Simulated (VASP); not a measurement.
Computed with TPSS meta-GGA, VASP's PBE PAW potentials (set 64) (plane waves; VASP).

A VASP calculation is set up with these files.

POSCAR:
```
Au
1
    0.0000000000     2.0400000000     2.0400000000
    2.0400000000     0.0000000000     2.0400000000
    2.0400000000     2.0400000000     0.0000000000
Au
1
Direct
  0.0000000000   0.0000000000   0.0000000000
```

**INCAR**
```
EDIFF = 1E-6   ! SCF stop (eV)
NELM = 100   ! most electronic steps
LWAVE = F
LCHARG = F
SIGMA = 0.1   ! width (eV)
EDIFFG = -0.01
METAGGA = TPSS
NSW = 60   ! most ionic steps
PREC = Accurate
SYSTEM = Au
ISMEAR = 1
ISIF = 3   ! ions, shape and volume
LASPH = T
ALGO = Normal   ! blocked Davidson
ENCUT = 520   ! plane-wave cut-off (eV)
LREAL = F
LMIXTAU = T
LMAXMIX = 6   ! l cut-off of mixed one-centre charges
IBRION = 2
```

File KPOINTS:
```
K-points
0
Gamma
  14 14 14
0 0 0
```

POTCAR, in this order: Au (PBE.64 set). Program: vasp_std.

The resulting files:

### OUTCAR
```
 ion  position               nearest neighbor table
   1  0.000  0.000  0.000-
  LATTYP: Found a face centered cubic cell.
 ALAT       =     4.0800000000
 Subroutine PRICEL returns:
 Original cell was already a primitive cell.
 Subroutine GETGRP returns: Found 48 space group operations
The static configuration has the point symmetry O_h .
The dynamic configuration has the point symmetry O_h .
 Subroutine INISYM returns: Found 48 space group operations
 Subroutine IBZKPT returns following result:
 Found    104 irreducible k-points:

 Following reciprocal coordinates:
            Coordinates               Weight
  0.000000  0.000000  0.000000      1.000000
  0.071429  0.000000  0.000000      8.000000
  0.142857  0.000000  0.000000      8.000000
  0.214286  0.000000  0.000000      8.000000
  0.285714  0.000000  0.000000      8.000000
  0.357143  0.000000  0.000000      8.000000
  0.428571  0.000000  0.000000      8.000000
  0.500000  0.000000  0.000000      4.000000
  0.071429  0.071429  0.000000      6.000000
  0.142857  0.071429  0.000000     24.000000
  0.214286  0.071429  0.000000     24.000000
  0.285714  0.071429  0.000000     24.000000
  0.357143  0.071429  0.000000     24.000000
  0.428571  0.071429  0.000000     24.000000
  0.500000  0.071429  0.000000     24.000000
 -0.428571  0.071429  0.000000     24.000000
 -0.357143  0.071429  0.000000     24.000000
 -0.285714  0.071429  0.000000     24.000000
 -0.214286  0.071429  0.000000     24.000000
 -0.142857  0.071429  0.000000     24.000000
 -0.071429  0.071429  0.000000     12.000000
  0.142857  0.142857  0.000000      6.000000
  0.214286  0.142857  0.000000     24.000000
  0.285714  0.142857  0.000000     24.000000
  0.357143  0.142857  0.000000     24.000000
...
```

OSZICAR:
```
       N       E                     dE             d eps       ncg     rms          rms(c)
DAV:   1     0.515386502806E+02    0.51539E+02   -0.64145E+03  2041   0.121E+03
DAV:   2    -0.141392369857E+01   -0.52953E+02   -0.50174E+02  1956   0.239E+02
DAV:   3    -0.202079300230E+01   -0.60687E+00   -0.60503E+00  2474   0.295E+01
DAV:   4    -0.202384040964E+01   -0.30474E-02   -0.30469E-02  2293   0.206E+00
DAV:   5    -0.202388396488E+01   -0.43555E-04   -0.43556E-04  2415   0.228E-01    0.123E+01
DAV:   6    -0.341134051939E+01   -0.13875E+01   -0.77729E+00  1872   0.436E+01    0.510E+00
DAV:   7    -0.284032816907E+01    0.57101E+00   -0.93053E-01  2006   0.114E+01    0.354E+00
DAV:   8    -0.338203878258E+01   -0.54171E+00   -0.56136E-01  1879   0.103E+01    0.430E+00
DAV:   9    -0.289064884658E+01    0.49139E+00   -0.13802E-01  1902   0.448E+00    0.492E+00
DAV:  10    -0.352686785959E+01   -0.63622E+00   -0.94325E-01  1896   0.150E+01    0.742E-01
DAV:  11    -0.353149331991E+01   -0.46255E-02   -0.32065E-02  1992   0.174E+00    0.469E-01
DAV:  12    -0.353085560915E+01    0.63771E-03   -0.16071E-03  1984   0.451E-01    0.365E-01
DAV:  13    -0.352874543245E+01    0.21102E-02   -0.30821E-03  1925   0.543E-01    0.222E-01
DAV:  14    -0.352796004816E+01    0.78538E-03   -0.24666E-03  1901   0.529E-01    0.935E-02
DAV:  15    -0.352800165665E+01   -0.41608E-04   -0.35320E-05  1913   0.948E-02    0.928E-02
DAV:  16    -0.352792191999E+01    0.79737E-04   -0.38285E-04  1919   0.207E-01    0.175E-02
DAV:  17    -0.352792344928E+01   -0.15293E-05   -0.60817E-05  2009   0.744E-02    0.128E-02
DAV:  18    -0.352792244791E+01    0.10014E-05   -0.62143E-07   977   0.932E-03    0.123E-02
DAV:  19    -0.352792038153E+01    0.20664E-05   -0.20852E-06   945   0.153E-02    0.880E-03
DAV:  20    -0.352791930891E+01    0.10726E-05   -0.51459E-06  1737   0.225E-02    0.232E-03
DAV:  21    -0.352791928008E+01    0.28825E-07   -0.24889E-07   942   0.508E-03
   1 F= -.35279193E+01 E0= -.35280531E+01  d E =-.352792E+01
       N       E                     dE             d eps       ncg     rms          rms(c)
DAV:   1    -0.411543911251E+01   -0.58752E+00   -0.13457E+01  1895   0.415E+01    0.517E+00
DAV:   2    -0.353697693374E+01    0.57846E+00   -0.17607E+00  1890   0.133E+01    0.245E+00
DAV:   3    -0.351567933054E+01    0.21298E-01   -0.18283E-01  1908   0.358E+00    0.180E+00
DAV:   4    -0.349911438530E+01    0.16565E-01   -0.27732E-02  1948   0.168E+00    0.471E-01
DAV:   5    -0.351568764821E+01   -0.16573E-01   -0.14232E-02  1895   0.124E+00    0.596E-02
DAV:   6    -0.351622215920E+01   -0.53451E-03   -0.25976E-04  1926   0.187E-01    0.990E-03
DAV:   7    -0.351618408040E+01    0.38079E-04   -0.36924E-05  1905   0.762E-02    0.869E-03
DAV:   8    -0.351623005749E+01   -0.45977E-04   -0.29117E-05  1875   0.678E-02    0.169E-03
DAV:   9    -0.351622929338E+01    0.76411E-06   -0.21453E-07  1164   0.597E-03
   2 F= -.35162293E+01 E0= -.35164247E+01  d E =0.116900E-01
       N       E                     dE             d eps       ncg     rms          rms(c)
DAV:   1    -0.377826076078E+01   -0.26203E+00   -0.53640E+00  1900   0.259E+01    0.303E+00
DAV:   2    -0.354362423179E+01    0.23464E+00   -0.77549E-01  1888   0.867E+00    0.108E+00
DAV:   3    -0.353395927616E+01    0.96650E-02   -0.71805E-02  1909   0.219E+00    0.745E-01
DAV:   4    -0.352905601681E+01    0.49033E-02   -0.14805E-02  1956   0.115E+00    0.786E-02
DAV:   5    -0.353471551544E+01   -0.56595E-02   -0.66826E-03  1904   0.792E-01    0.390E-02
DAV:   6    -0.353476307896E+01   -0.47564E-04   -0.46911E-05  2003   0.756E-02    0.171E-02
DAV:   7    -0.353473110844E+01    0.31971E-04   -0.23088E-05  1890   0.607E-02    0.896E-03
DAV:   8    -0.353476478973E+01   -0.33681E-04   -0.21599E-05  1872   0.578E-02    0.748E-04
DAV:   9    -0.353476503914E+01   -0.24941E-06   -0.25565E-07  1179   0.588E-03
   3 F= -.35347650E+01 E0= -.35349402E+01  d E =-.684576E-02
```

OUTCAR:
```
------------------------ aborting loop because EDIFF is reached ----------------------------------------
  FORCE on cell =-STRESS in cart. coord.  units (eV):
  Direction    XX          YY          ZZ          XY          YZ          ZX
  --------------------------------------------------------------------------------------
  Total       -0.0019834     -0.0019834     -0.0019834      0.0000000      0.0000000     -0.0000000
  in kB       -0.1820925     -0.1820925     -0.1820925      0.0000000      0.0000000     -0.0000000
  external PRESSURE =      -0.1820925 kB  Pullay stress =       0.0000000 kB
  volume of cell :       17.45
      direct lattice vectors                 reciprocal lattice vectors
    -0.000000000  2.058715520  2.058715520    -0.242869884  0.242869884  0.242869884
     2.058715520  0.000000000  2.058715520     0.242869884 -0.242869884  0.242869884
     2.058715520  2.058715520 -0.000000000     0.242869884  0.242869884 -0.242869884
 POSITION                                       TOTAL-FORCE (eV/Angst)
 -----------------------------------------------------------------------------------
      0.00000      0.00000      0.00000         0.000000      0.000000     -0.000000
 -----------------------------------------------------------------------------------
    total drift:                               -0.000000      0.000000      0.000000
  FREE ENERGIE OF THE ION-ELECTRON SYSTEM (eV)
  ---------------------------------------------------
  free  energy   TOTEN  =        -3.5347650391 eV

  energy  without entropy=       -3.5352906224  energy(sigma->0) =       -3.53494023

 reached required accuracy - stopping structural energy minimisation
```
(Selected blocks of OUTCAR.)

CONTCAR:
```
Au
   1.00000000000000
    -0.0000000000000000    2.0587155195790552    2.0587155195790552
     2.0587155195790552    0.0000000000000000    2.0587155195790552
     2.0587155195790552    2.0587155195790552   -0.0000000000000000
  Au
     1
Direct
     0.0000000000000000    0.0000000000000000    0.0000000000000000
```

Energy and stress use the plane-wave basis of the starting cell.

The compound is Au in the fcc structure. This run relaxes it. Symmetry was kept, so distortions that lower it aren't found.
